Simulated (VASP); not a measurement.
The input files of a VASP run:

**POSCAR**
```
Rb
1
   -2.8815000000     2.8815000000     2.8815000000
    2.8815000000    -2.8815000000     2.8815000000
    2.8815000000     2.8815000000    -2.8815000000
Rb
1
Direct
  0.0000000000   0.0000000000   0.0000000000
```

### KPOINTS
```
Automatic mesh
0
Gamma
7 7 7
0 0 0
```

INCAR:
```
SYSTEM = Rb
PREC = Accurate
ENCUT = 400
EDIFF = 1E-6
NELM = 100
ALGO = Normal
LREAL = .FALSE.
LASPH = .TRUE.
ISMEAR = 1
SIGMA = 0.1
GGA = PE
LMAXMIX = 4
LWAVE = .FALSE.
LCHARG = .FALSE.
ISIF = 2
ICHARG = 11
```

POTCAR, in this order: Rb_sv (PBE.64 set). Program: vasp_std.

Output

standard output:
```
 POSCAR found type information on POSCAR Rb
 POSCAR found :  1 types and       1 ions
 Reading from existing POTCAR
 Reading from existing POTCAR
 LDA part: xc-table for (Slater+PW92), standard interpolation
 WARNING: stress and forces are not correct
 POSCAR, INCAR and KPOINTS ok, starting setup
 WAVECAR not read
 WARNING: CHGCAR is incomplete

 -----------------------------------------------------------------------------
|                                                                             |
|     EEEEEEE  RRRRRR   RRRRRR   OOOOOOO  RRRRRR      ###     ###     ###     |
|     E        R     R  R     R  O     O  R     R     ###     ###     ###     |
|     E        R     R  R     R  O     O  R     R     ###     ###     ###     |
|     EEEEE    RRRRRR   RRRRRR   O     O  RRRRRR       #       #       #      |
|     E        R   R    R   R    O     O  R   R                               |
|     E        R    R   R    R   O     O  R    R      ###     ###     ###     |
|     EEEEEEE  R     R  R     R  OOOOOOO  R     R     ###     ###     ###     |
|                                                                             |
|     ICHARG>10                                                               |
|                                                                             |
|       ---->  I REFUSE TO CONTINUE WITH THIS SICK JOB ... BYE!!! <----       |
|                                                                             |
 -----------------------------------------------------------------------------
```

Task: Read the log: what went wrong, and how is it fixed?

Result: The cause: ICHARG = 11 asks for a fixed density, but there is no CHGCAR. VASP stops with an error: ERROR: charge density could not be read from file CHGCAR for ICHARG>10 ----> I REFUSE TO CONTINUE WITH THIS SICK JOB ... BYE!!! <---- To mend it, run self-consistently first and keep its CHGCAR, or remove ICHARG. The plain static run on this cell (PBE GGA, plane waves, VASP's PBE PAW potentials (set 64)) converges, and its OSZICAR ends with
```
   1 F= -.93581693E+00 E0= -.93579332E+00  d E =-.708402E-04
```

The compound is Rb in the bcc structure. The cell was not relaxed at this level.
